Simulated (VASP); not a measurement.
Computed with PBE GGA, VASP's PBE PAW potentials (set 64) (plane waves; VASP).

Input for VASP

### INCAR
```
LMAXMIX = 4
EDIFF = 1E-6   ! SCF stop (eV)
PREC = Accurate
SYSTEM = Zr
LASPH = .True.   ! aspherical one-centre terms
ENCUT = 400   ! plane-wave cut-off (eV)
ISMEAR = 1
ALGO = Normal   ! blocked Davidson
LREAL = .False.   ! projection in real space or not
IMIX = 4
SIGMA = 0.1   ! width (eV)
GGA = PE
LCHARG = .False.
NELM = 100   ! most electronic steps
ISIF = 2   ! forces and stress, cell fixed
BMIX = 3.0
AMIX = 0.2
LWAVE = .False.
```

POSCAR:
```
Zr
10.0505280
  0.1643777322  -0.2778687846   0.0000000000
  0.1643777322   0.2778687846   0.0000000000
  0.0000000000   0.0000000000   0.5000000000
Zr
2
direct
  0.3333330000   0.6666670000   0.2500000000
  0.6756180000   0.3422840000   0.7500000000
```

File KPOINTS:
```
Automatic mesh
0
Gamma
 12 12 7
```

POTCAR, in this order: Zr_sv (PBE.64 set). Program: vasp_std.

**Question.** What does the run give for the energy per atom (σ→0), largest force, band gap (on the k-mesh)?

**Answer.** 
* **energy per atom (σ→0)**: -8.508 eV/atom
* **band gap (on the k-mesh)**: none (metal, semimetal or under 0.01 eV)
* **largest force**: 0.053 eV/Å

**OSZICAR**
```
...
DAV:  12    -0.170160623548E+02   -0.26755E-02   -0.16688E-03 10056   0.481E-01    0.620E-02
DAV:  13    -0.170162512835E+02   -0.18893E-03   -0.18546E-03 14512   0.245E-01    0.116E-01
DAV:  14    -0.170162212727E+02    0.30011E-04   -0.26442E-04 10264   0.194E-01    0.479E-02
DAV:  15    -0.170162450296E+02   -0.23757E-04   -0.21295E-05 14040   0.492E-02    0.992E-03
DAV:  16    -0.170162513926E+02   -0.63630E-05   -0.14746E-06  7632   0.129E-02    0.389E-03
DAV:  17    -0.170162547369E+02   -0.33444E-05   -0.72940E-06 11456   0.105E-02    0.541E-03
DAV:  18    -0.170162542827E+02    0.45429E-06   -0.36414E-07  5728   0.546E-03
   1 F= -.17016254E+02 E0= -.17015874E+02  d E =-.114165E-02
```

The compound is Zr in the hcp structure. The cell was not relaxed at this level, atoms are displaced from their ideal sites. The run is one of a series of settings (AMIX = 0.2, BMIX = 3.0, IMIX = 4 against the base run), some of them coarse on purpose.
